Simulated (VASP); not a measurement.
Here is the system:

```yaml
crystal:
  lattice:
    - [0.00000, 2.22664, 2.22664]
    - [2.22664, 0.00000, 2.22664]
    - [2.22664, 2.22664, 0.00000]
  atoms:
    - { symbol: Al, position: [0.00000, 0.00000, 0.00000] }
    - { symbol: N, position: [0.25000, 0.25000, 0.25000] }
```

Method: r2SCAN meta-GGA, VASP's PBE PAW potentials (set 64) (plane waves; VASP 6.6.1). Settings: 520 eV cut-off, 10×10×10 Γ-centred mesh, Gaussian smearing of 0.050 eV, potentials Al N.

**Question.** Predict the energy per atom (σ→0), pressure, band gap (on the k-mesh) with the smallest direct gap where there is one.

**Answer.** 
band gap (on the k-mesh): 3.89 eV
smallest direct gap (on the k-mesh): 4.36 eV
energy per atom (σ→0): -9.568 eV/atom
pressure: -11.09 GPa

The absolute energy has meaning only against runs of the same code, potentials and settings.

The compound is AlN in the zinc blende structure, a metastable form; wurtzite is the usual one. This cell is one point of a volume scan, at 1.06 of the reference volume.
